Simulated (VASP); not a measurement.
```
CELL_PARAMETERS angstrom
      4.14690    -2.27713    -0.00758
      4.14690     2.27713    -0.00758
      2.90334     0.00000     3.73534
ATOMIC_POSITIONS crystal
  Bi 0.23594 0.23594 0.23594
  Bi 0.76406 0.76406 0.76406
```

Calculation: optB86b-vdW, VASP's PBE PAW potentials (set 64) (plane waves; VASP). Settings: 520 eV cut-off, 11×11×11 Γ-centred mesh, tetrahedra with Blöchl corrections, potentials Bi_d.

Unless said otherwise, spin-orbit coupling is left out, though it shifts the bands of the heavy elements here.

**Question.** Tabulate the total density of states (states/eV per cell) against energy (eV; zero at the valence-band maximum or, without a gap, the Fermi level).

**Answer.** 
(E (eV), DOS (states/eV)): (-9.97, 1.67); (-9.62, 1.25); (-9.27, 0.77); (-8.92, 0.48); (-8.57, 0.33); (-8.22, 0.21); (-7.87, 0.11); (-7.52, 0.00); (-7.17, 0.00); (-6.82, 0.00); (-6.58, 0.00); (-6.23, 0.00); (-5.88, 0.00); (-5.53, 0.00); (-5.18, 0.00); (-4.83, 0.00); (-4.48, 0.31); (-4.13, 0.77); (-3.78, 0.82); (-3.43, 1.09); (-3.08, 1.36); (-2.73, 1.76); (-2.38, 1.78); (-2.02, 1.74); (-1.67, 1.79); (-1.32, 1.64); (-0.97, 1.73); (-0.62, 1.62); (-0.27, 0.65); (0.08, 0.01); (0.31, 0.09); (0.66, 1.30); (1.01, 1.63); (1.36, 1.27); (1.71, 1.22); (2.06, 1.23); (2.42, 1.29); (2.77, 2.03); (3.12, 1.26); (3.47, 1.40)
Within 2 eV below the Fermi level the largest weight inside VASP's projection spheres is Bi p.

The compound is Bi in the a7 structure. It was relaxed first.
